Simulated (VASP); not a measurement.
These are PBEsol GGA, VASP's PBE PAW potentials (set 64) (plane waves; VASP) values and carry that method's errors.

Input for VASP

### KPOINTS
```
Automatic mesh
0
Gamma
12 12 1
0 0 0
```

INCAR:
```
SYSTEM = WSe2 bilayer
PREC = Normal; ENCUT = 400; LREAL = .FALSE.
LASPH = .TRUE.
EDIFF = 1E-6; NELM = 100; NELMIN = 4
ALGO = Normal; LMAXMIX = 6
ISMEAR = 0; SIGMA = 0.05
GGA = PS
LWAVE = .FALSE.; LCHARG = .FALSE.; LORBIT = 11
LVHAR = .TRUE.
```

File POSCAR:
```
WSe2 bilayer
1
    3.2730710457    -0.0000000000     0.0000000000
   -1.6365355228     2.8345623732    -0.0000000000
   -0.0000000000    -0.0000000000    26.3477007395
W Se
2 4
Direct
  0.6666670000   0.3333330000   0.3744771280
  0.3333330000   0.6666670000   0.6255228720
  0.3333330000   0.6666670000   0.4381121280
  0.3333330000   0.6666670000   0.3109179620
  0.6666670000   0.3333330000   0.6890820380
  0.6666670000   0.3333330000   0.5618878720
```

POTCAR, in this order: W_sv Se (PBE.64 set). Program: vasp_std. Read from the step before: WAVECAR.

What VASP printed:

OUTCAR:
```
 ion  position               nearest neighbor table
   1  0.667  0.333  0.374-   4 2.52   4 2.52   4 2.52   3 2.53   3 2.53   3 2.53
   2  0.333  0.667  0.626-   5 2.52   5 2.52   5 2.52   6 2.53   6 2.53   6 2.53
   3  0.333  0.667  0.438-   1 2.53   1 2.53   1 2.53
   4  0.333  0.667  0.311-   1 2.52   1 2.52   1 2.52
   5  0.667  0.333  0.689-   2 2.52   2 2.52   2 2.52
   6  0.667  0.333  0.562-   2 2.53   2 2.53   2 2.53
  LATTYP: Found a hexagonal cell.
 ALAT       =     3.2730710457
 C/A-ratio  =     8.0498407678
 Subroutine PRICEL returns:
 Original cell was already a primitive cell.
 Subroutine GETGRP returns: Found 12 space group operations
The static configuration has the point symmetry D_3d.
The dynamic configuration has the point symmetry D_3d.
 Subroutine INISYM returns: Found 12 space group operations
 Subroutine IBZKPT returns following result:
 Found     19 irreducible k-points:

 Following reciprocal coordinates:
            Coordinates               Weight
  0.000000  0.000000  0.000000      1.000000
  0.083333  0.000000  0.000000      6.000000
  0.166667  0.000000  0.000000      6.000000
  0.250000  0.000000  0.000000      6.000000
  0.333333  0.000000  0.000000      6.000000
  0.416667  0.000000  0.000000      6.000000
  0.500000  0.000000  0.000000      3.000000
  0.083333  0.083333  0.000000      6.000000
  0.166667  0.083333  0.000000     12.000000
  0.250000  0.083333  0.000000     12.000000
  0.333333  0.083333  0.000000     12.000000
  0.416667  0.083333  0.000000     12.000000
  0.166667  0.166667  0.000000      6.000000
  0.250000  0.166667  0.000000     12.000000
  0.333333  0.166667  0.000000     12.000000
  0.416667  0.166667  0.000000      6.000000
  0.250000  0.250000  0.000000      6.000000
  0.333333  0.250000  0.000000     12.000000
  0.333333  0.333333  0.000000      2.000000
   k-points           NKPTS =     19   k-points in BZ     NKDIM =     19   number of bands    NBANDS=     31
   number of dos      NEDOS =    301   number of ions     NIONS =      6
   total plane-waves  NPLWV =  35840
   dimension x,y,z NGX =    16 NGY =   16 NGZ =  140
   dimension x,y,z NGXF=    32 NGYF=   32 NGZF=  280
   ions per type =               2   4
   PREC   = normal    normal or accurate (medium, high low for compatibility)
   ISTART =      1    job   : 0-new  1-cont  2-samecut
   ICHARG =      0    charge: 1-file 2-atom 10-const
   ISPIN  =      1    spin polarized calculation?
   LNONCOLLINEAR =      F non collinear calculations
   LSORBIT =      F    spin-orbit coupling
   INIWAV =      1    electr: 0-lowe 1-rand  2-diag
   ENCUT  =  400.0 eV  29.40 Ry    5.42 a.u.   5.34  5.34 42.97*2*pi/ulx,y,z
   NELM   =    100;   NELMIN=  4; NELMDL=  0     # of ELM steps
   EDIFF  = 0.1E-05   stopping-criterion for ELM
   LREAL  =      F    real-space projection
   NLSPLINE    = F    spline interpolate recip. space projectors
   LMAXMIX     =    6 max onsite mixed and CHGCAR
   VOSKOWN=      0    Vosko Wilk Nusair interpolation
   EDIFFG = 0.1E-04   stopping-criterion for IOM
   NSW    =      0    number of steps for IOM
   NBLOCK =      1;   KBLOCK =      1    inner block; outer block
   IBRION =     -1    ionic relax: 0-MD 1-quasi-New 2-CG
   NFREE  =      0    steps in history (QN), initial steepest desc. (CG)
   ISIF   =      2    stress and relaxation
   ISYM   =      2    0-nonsym 1-usesym 2-fastsym
   TEIN   =    0.0    initial temperature
   TEBEG  =    0.0;   TEEND  =   0.0 temperature during run
   SMASS  =  -3.00    Nose mass-parameter (am)
   PSTRESS=    0.0 pullay stress
   NELECT =      52.0000    total number of electrons
   EFERMI =   0.00;   METHOD = LEGACY
   ISMEAR =     0;   SIGMA  =   0.05  broadening in eV -4-tet -1-fermi 0-gaus
   IALGO  =     38    algorithm
...
```

OSZICAR:
```
       N       E                     dE             d eps       ncg     rms          rms(c)
DAV:   1    -0.465098605403E+02   -0.46510E+02   -0.31577E-04  1239   0.155E-01    0.316E-03
DAV:   2    -0.465098603789E+02    0.16133E-06   -0.11044E-06   928   0.676E-03    0.162E-03
DAV:   3    -0.465098603333E+02    0.45643E-07   -0.26949E-07   778   0.319E-03    0.738E-04
DAV:   4    -0.465098603187E+02    0.14594E-07   -0.78944E-08   673   0.175E-03
   1 F= -.46509860E+02 E0= -.46509860E+02  d E =-.250013E-27
```

File OUTCAR:
```
------------------------ aborting loop because EDIFF is reached ----------------------------------------
  FORCE on cell =-STRESS in cart. coord.  units (eV):
  Direction    XX          YY          ZZ          XY          YZ          ZX
  --------------------------------------------------------------------------------------
  Total       -0.0201776     -0.0201776     -0.0155924     -0.0000000     -0.0000000      0.0000000
  in kB       -0.1322499     -0.1322499     -0.1021972     -0.0000000     -0.0000000      0.0000000
  external PRESSURE =      -0.1222323 kB  Pullay stress =       0.0000000 kB
  volume of cell :      244.45
      direct lattice vectors                 reciprocal lattice vectors
     3.273071046  0.000000000  0.000000000     0.305523463  0.176394072  0.000000000
    -1.636535523  2.834562373  0.000000000     0.000000000  0.352788144  0.000000000
     0.000000000  0.000000000 26.347700739     0.000000000  0.000000000  0.037953976
 POSITION                                       TOTAL-FORCE (eV/Angst)
 -----------------------------------------------------------------------------------
      1.63654      0.94485      9.86661        -0.000000      0.000000     -0.005607
     -0.00000      1.88971     16.48109        -0.000000     -0.000000      0.005607
     -0.00000      1.88971     11.54325         0.000000      0.000000      0.009317
     -0.00000      1.88971      8.19197         0.000000     -0.000000     -0.003445
      1.63654      0.94485     18.15573        -0.000000      0.000000      0.003445
      1.63654      0.94485     14.80445         0.000000     -0.000000     -0.009317
 -----------------------------------------------------------------------------------
    total drift:                                0.000000     -0.000000      0.000000
  FREE ENERGIE OF THE ION-ELECTRON SYSTEM (eV)
  ---------------------------------------------------
  free  energy   TOTEN  =       -46.5098603187 eV

  energy  without entropy=      -46.5098603187  energy(sigma->0) =      -46.50986032

 total charge

# of ion       s       p       d       tot
------------------------------------------
    1        2.314   6.286   3.402  12.002
    2        2.314   6.286   3.402  12.002
    3        1.476   2.346   0.072   3.895
    4        1.475   2.352   0.071   3.898
    5        1.475   2.352   0.071   3.898
    6        1.476   2.346   0.072   3.895
--------------------------------------------------
tot         10.530  21.969   7.091  39.590
```
(Selected blocks of OUTCAR.)

OUTCAR:
```
 val. band max:        0.3562320047   @ k =   0.3333   0.3333   0.0000

 cond. band min:       1.7698092752   @ k =   0.1667   0.1667   0.0000


 Fermi energy:         0.7294688002

 k-point     1 :       0.0000    0.0000    0.0000
  band No.  band energies     occupation
      1     -73.6420      2.00000
      2     -73.6420      2.00000
      3     -37.9035      2.00000
      4     -37.9035      2.00000
      5     -37.7550      2.00000
      6     -37.7550      2.00000
      7     -37.7550      2.00000
      8     -37.7550      2.00000
      9     -14.6341      2.00000
     10     -14.5335      2.00000
     11     -13.3756      2.00000
     12     -13.2083      2.00000
     13      -6.2699      2.00000
     14      -5.7868      2.00000
     15      -2.4893      2.00000
     16      -2.0248      2.00000
     17      -2.0248      2.00000
     18      -2.0187      2.00000
     19      -2.0187      2.00000
     20      -1.4096      2.00000
     21      -0.8723      2.00000
     22      -0.8723      2.00000
     23      -0.8521      2.00000
     24      -0.8521      2.00000
     25      -0.2770      2.00000
     26       0.3437      2.00000
     27       3.3387      0.00000
     28       3.3388      0.00000
     29       3.3643      0.00000
     30       3.3643      0.00000
     31       3.5069      0.00000

 k-point     2 :       0.0833    0.0000    0.0000
  band No.  band energies     occupation
      1     -73.6413      2.00000
      2     -73.6412      2.00000
      3     -37.9003      2.00000
      4     -37.9003      2.00000
      5     -37.7719      2.00000
      6     -37.7718      2.00000
      7     -37.7589      2.00000
      8     -37.7589      2.00000
      9     -14.5263      2.00000
     10     -14.4258      2.00000
     11     -13.3189      2.00000
     12     -13.1559      2.00000
     13      -6.1332      2.00000
     14      -5.6499      2.00000
     15      -2.6278      2.00000
     16      -2.3496      2.00000
     17      -2.3389      2.00000
...
```

Unless said otherwise, spin-orbit coupling is left out, though it shifts the bands of the heavy elements here.

The cell is a sheet with vacuum, built from WSe2 (2H layered).
